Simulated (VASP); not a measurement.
These are SCAN meta-GGA, VASP's PBE PAW potentials (set 64) (plane waves; VASP) values and carry that method's errors.

VASP input:

POSCAR:
```
Lu
1
    1.7500000000    -3.0310890000     0.0000000000
    1.7500000000     3.0310890000     0.0000000000
    0.0000000000     0.0000000000     5.5500000000
Lu
2
Direct
  0.3333330000   0.6666670000   0.2500000000
  0.6666670000   0.3333330000   0.7500000000
```

**INCAR**
```
! general
SYSTEM =Lu
PREC   =Accurate
ENCUT  =520
LREAL  =.False.
LASPH  =.True.

! electronic loop
EDIFF  =1E-6
NELM   =100
ALGO   =Normal
LMAXMIX=6
LMIXTAU=.True.

! smearing
ISMEAR =1
SIGMA  =0.1

! functional
METAGGA=SCAN

! ions
IBRION =2
NSW    =60
ISIF   =3
EDIFFG =-0.01

! output
LWAVE  =.False.
LCHARG =.False.
```

### KPOINTS
```
Automatic mesh
0
Gamma
11 11 6
0 0 0
```

POTCAR, in this order: Lu_3 (PBE.64 set). Program: vasp_std.

Output

### OSZICAR
```
...
DAV:   3    -0.112461543503E+03   -0.24574E+01   -0.23160E+01  3057   0.678E+01
DAV:   4    -0.112563302581E+03   -0.10176E+00   -0.97528E-01  3053   0.991E+00
DAV:   5    -0.112566886839E+03   -0.35843E-02   -0.35834E-02  2868   0.181E+00    0.288E+01
DAV:   6    -0.110930041484E+03    0.16368E+01   -0.11526E+00  2484   0.296E+01    0.148E+01
DAV:   7    -0.109667040722E+03    0.12630E+01   -0.40406E-01  3051   0.734E+00    0.107E+00
DAV:   8    -0.110715188913E+03   -0.10481E+01   -0.49914E-01  2732   0.744E+00    0.210E+00
DAV:   9    -0.110699485600E+03    0.15703E-01   -0.14887E-01  2399   0.567E+00    0.109E+00
DAV:  10    -0.110702340198E+03   -0.28546E-02   -0.10810E-02  2676   0.159E+00    0.515E-01
DAV:  11    -0.110701644982E+03    0.69522E-03   -0.15856E-02  2427   0.167E+00    0.608E-01
DAV:  12    -0.110702327896E+03   -0.68291E-03   -0.30453E-03  2691   0.894E-01    0.195E-01
DAV:  13    -0.110702823621E+03   -0.49573E-03   -0.18056E-03  2181   0.529E-01    0.134E-01
DAV:  14    -0.110703643264E+03   -0.81964E-03   -0.87264E-04  2512   0.470E-01    0.123E-01
DAV:  15    -0.110703698915E+03   -0.55652E-04   -0.68509E-05  2692   0.124E-01    0.833E-02
DAV:  16    -0.110703295757E+03    0.40316E-03   -0.54443E-04  2581   0.315E-01    0.328E-02
DAV:  17    -0.110703286009E+03    0.97485E-05   -0.49772E-05  2648   0.105E-01    0.585E-03
DAV:  18    -0.110703259483E+03    0.26525E-04   -0.12556E-05  2626   0.537E-02    0.405E-03
DAV:  19    -0.110703274132E+03   -0.14649E-04   -0.62613E-07  1202   0.187E-02    0.312E-03
DAV:  20    -0.110703274695E+03   -0.56308E-06   -0.11072E-06  1442   0.278E-02
   1 F= -.11070327E+03 E0= -.11070412E+03  d E =-.110703E+03
       N       E                     dE             d eps       ncg     rms          rms(c)
DAV:   1    -0.110948787922E+03   -0.24551E+00   -0.75565E+00  1808   0.840E+01    0.355E+00
DAV:   2    -0.110796600334E+03    0.15219E+00   -0.66162E-01  2508   0.143E+01    0.147E+00
DAV:   3    -0.110709888843E+03    0.86711E-01   -0.14376E-01  2514   0.911E+00    0.582E-01
DAV:   4    -0.110711284797E+03   -0.13960E-02   -0.40852E-02  2616   0.322E+00    0.403E-01
DAV:   5    -0.110720011485E+03   -0.87267E-02   -0.31988E-02  2601   0.280E+00    0.290E-01
DAV:   6    -0.110719749725E+03    0.26176E-03   -0.36039E-02  2495   0.253E+00    0.137E-01
DAV:   7    -0.110717319352E+03    0.24304E-02   -0.11672E-02  2511   0.141E+00    0.533E-02
DAV:   8    -0.110717354679E+03   -0.35327E-04   -0.13293E-04  2634   0.211E-01    0.536E-02
DAV:   9    -0.110717393373E+03   -0.38694E-04   -0.22751E-05  2553   0.803E-02    0.502E-02
DAV:  10    -0.110717144436E+03    0.24894E-03   -0.76479E-04  2469   0.342E-01    0.153E-02
DAV:  11    -0.110717133912E+03    0.10525E-04   -0.60681E-05  2199   0.120E-01    0.106E-02
DAV:  12    -0.110717140538E+03   -0.66261E-05   -0.90921E-07  1145   0.242E-02    0.126E-02
DAV:  13    -0.110717140476E+03    0.61916E-07   -0.10397E-06  1409   0.352E-02
   2 F= -.11071714E+03 E0= -.11071804E+03  d E =-.138658E-01
       N       E                     dE             d eps       ncg     rms          rms(c)
DAV:   1    -0.110740350054E+03   -0.23210E-01   -0.79308E-01  1816   0.269E+01    0.120E+00
DAV:   2    -0.110728210644E+03    0.12139E-01   -0.73995E-02  2439   0.462E+00    0.486E-01
DAV:   3    -0.110721749638E+03    0.64610E-02   -0.17290E-02  2517   0.309E+00    0.192E-01
DAV:   4    -0.110720842985E+03    0.90665E-03   -0.64559E-03  2581   0.129E+00    0.118E-01
DAV:   5    -0.110722542265E+03   -0.16993E-02   -0.14290E-02  2501   0.169E+00    0.119E-01
DAV:   6    -0.110720350887E+03    0.21914E-02   -0.15977E-02  2307   0.160E+00    0.526E-02
DAV:   7    -0.110719619601E+03    0.73129E-03   -0.21697E-03  2485   0.575E-01    0.464E-03
DAV:   8    -0.110719595156E+03    0.24445E-04   -0.15590E-04  2460   0.155E-01    0.888E-03
DAV:   9    -0.110719619232E+03   -0.24076E-04   -0.70090E-06  2626   0.413E-02    0.673E-03
DAV:  10    -0.110719613844E+03    0.53879E-05   -0.12480E-05  2203   0.441E-02    0.103E-03
DAV:  11    -0.110719613731E+03    0.11330E-06   -0.62831E-06  2329   0.323E-02
   3 F= -.11071961E+03 E0= -.11072064E+03  d E =-.163390E-01
       N       E                     dE             d eps       ncg     rms          rms(c)
DAV:   1    -0.110731702223E+03   -0.12088E-01   -0.35116E-01  1808   0.180E+01    0.791E-01
DAV:   2    -0.110722565592E+03    0.91366E-02   -0.31367E-02  2399   0.298E+00    0.321E-01
DAV:   3    -0.110717273852E+03    0.52917E-02   -0.72527E-03  2517   0.204E+00    0.128E-01
DAV:   4    -0.110717905932E+03   -0.63208E-03   -0.24855E-03  2576   0.794E-01    0.823E-02
DAV:   5    -0.110718558510E+03   -0.65258E-03   -0.20929E-03  2526   0.686E-01    0.595E-02
DAV:   6    -0.110719138741E+03   -0.58023E-03   -0.34508E-03  2344   0.747E-01    0.447E-02
DAV:   7    -0.110718795956E+03    0.34278E-03   -0.13121E-03  2501   0.447E-01    0.610E-03
DAV:   8    -0.110718802474E+03   -0.65185E-05   -0.14833E-05  2506   0.657E-02    0.529E-03
DAV:   9    -0.110718791759E+03    0.10716E-04   -0.64863E-06  2255   0.361E-02    0.575E-03
DAV:  10    -0.110718784833E+03    0.69261E-05   -0.19057E-05  2253   0.538E-02    0.124E-03
DAV:  11    -0.110718783144E+03    0.16889E-05   -0.63459E-07  1022   0.151E-02    0.738E-04
DAV:  12    -0.110718782485E+03    0.65911E-06   -0.98711E-08   877   0.184E-02
   4 F= -.11071878E+03 E0= -.11071974E+03  d E =-.155078E-01
       N       E                     dE             d eps       ncg     rms          rms(c)
DAV:   1    -0.110721645429E+03   -0.28623E-02   -0.11440E-01  2511   0.515E+00    0.282E-01
DAV:   2    -0.110720452156E+03    0.11933E-02   -0.41623E-03  2794   0.102E+00    0.144E-01
DAV:   3    -0.110720225968E+03    0.22619E-03   -0.77701E-04  2869   0.527E-01    0.616E-02
DAV:   4    -0.110720101128E+03    0.12484E-03   -0.50433E-04  2892   0.313E-01    0.299E-02
DAV:   5    -0.110720063102E+03    0.38026E-04   -0.48119E-04  2490   0.313E-01    0.265E-02
DAV:   6    -0.110719994365E+03    0.68737E-04   -0.43966E-05  2478   0.906E-02    0.135E-02
DAV:   7    -0.110719984650E+03    0.97148E-05   -0.17760E-05  2546   0.538E-02    0.255E-03
DAV:   8    -0.110719993565E+03   -0.89151E-05   -0.14114E-05  2329   0.474E-02    0.393E-03
DAV:   9    -0.110719993844E+03   -0.27912E-06   -0.18245E-07   892   0.102E-02
   5 F= -.11071999E+03 E0= -.11072076E+03  d E =-.121136E-02
       N       E                     dE             d eps       ncg     rms          rms(c)
DAV:   1    -0.110720073854E+03   -0.80289E-04   -0.22835E-03  2511   0.729E-01    0.386E-02
DAV:   2    -0.110720081838E+03   -0.79843E-05   -0.82696E-05  2806   0.145E-01    0.212E-02
DAV:   3    -0.110720096425E+03   -0.14586E-04   -0.17913E-05  2736   0.784E-02    0.975E-03
DAV:   4    -0.110720082084E+03    0.14341E-04   -0.13407E-05  2761   0.469E-02    0.242E-03
DAV:   5    -0.110720078887E+03    0.31967E-05   -0.14693E-05  2506   0.498E-02    0.555E-03
DAV:   6    -0.110720073204E+03    0.56830E-05   -0.19985E-07   847   0.104E-02    0.366E-03
DAV:   7    -0.110720072822E+03    0.38212E-06   -0.19411E-07   882   0.168E-02
   6 F= -.11072007E+03 E0= -.11072080E+03  d E =-.129034E-02
       N       E                     dE             d eps       ncg     rms          rms(c)
DAV:   1    -0.110720239972E+03   -0.16677E-03   -0.91183E-03  2511   0.145E+00    0.779E-02
DAV:   2    -0.110720199252E+03    0.40720E-04   -0.33302E-04  2806   0.295E-01    0.428E-02
DAV:   3    -0.110720210500E+03   -0.11247E-04   -0.63848E-05  2861   0.151E-01    0.194E-02
DAV:   4    -0.110720185138E+03    0.25362E-04   -0.43382E-05  2844   0.919E-02    0.734E-03
DAV:   5    -0.110720172673E+03    0.12465E-04   -0.42088E-05  2487   0.918E-02    0.913E-03
DAV:   6    -0.110720159205E+03    0.13467E-04   -0.12558E-06  1219   0.208E-02    0.507E-03
DAV:   7    -0.110720158223E+03    0.98186E-06   -0.13562E-06  1287   0.368E-02
   7 F= -.11072016E+03 E0= -.11072082E+03  d E =-.137574E-02
```

**OUTCAR**
```
------------------------ aborting loop because EDIFF is reached ----------------------------------------
  FORCE on cell =-STRESS in cart. coord.  units (eV):
  Direction    XX          YY          ZZ          XY          YZ          ZX
  --------------------------------------------------------------------------------------
  Total       -0.0018166     -0.0018166      0.0125714      0.0000000      0.0000000      0.0000000
  in kB       -0.0520629     -0.0520629      0.3602982      0.0000000      0.0000000      0.0000000
  external PRESSURE =       0.0853908 kB  Pullay stress =       0.0000000 kB
  volume of cell :       55.90
      direct lattice vectors                 reciprocal lattice vectors
     1.733230469 -3.002043317 -0.000000000     0.288478658 -0.166553226  0.000000000
     1.733230469  3.002043317 -0.000000000     0.288478658  0.166553226  0.000000000
    -0.000000000 -0.000000000  5.371898714     0.000000000 -0.000000000  0.186153919
 POSITION                                       TOTAL-FORCE (eV/Angst)
 -----------------------------------------------------------------------------------
      1.73323      1.00068      1.34297        -0.000000     -0.000000      0.000000
      1.73323     -1.00068      4.02892         0.000000      0.000000      0.000000
 -----------------------------------------------------------------------------------
    total drift:                                0.000000      0.000066     -0.000013
  FREE ENERGIE OF THE ION-ELECTRON SYSTEM (eV)
  ---------------------------------------------------
  free  energy   TOTEN  =      -110.7201582235 eV

  energy  without entropy=     -110.7221304243  energy(sigma->0) =     -110.72081562

 reached required accuracy - stopping structural energy minimisation
```
(Selected blocks of OUTCAR.)

### CONTCAR
```
Lu
   1.00000000000000
     1.7332304687996682   -3.0020433174135857   -0.0000000000000000
     1.7332304687996682    3.0020433174135857   -0.0000000000000000
    -0.0000000000000000   -0.0000000000000000    5.3718987138717624
  Lu
     2
Direct
     0.3333330000000032    0.6666669999999968    0.2500000000000000
     0.6666669999999968    0.3333330000000032    0.7500000000000000
```

Energy and stress use the plane-wave basis of the starting cell.

The compound is Lu in the hcp structure. This run relaxes it. Symmetry was kept, so distortions that lower it aren't found.
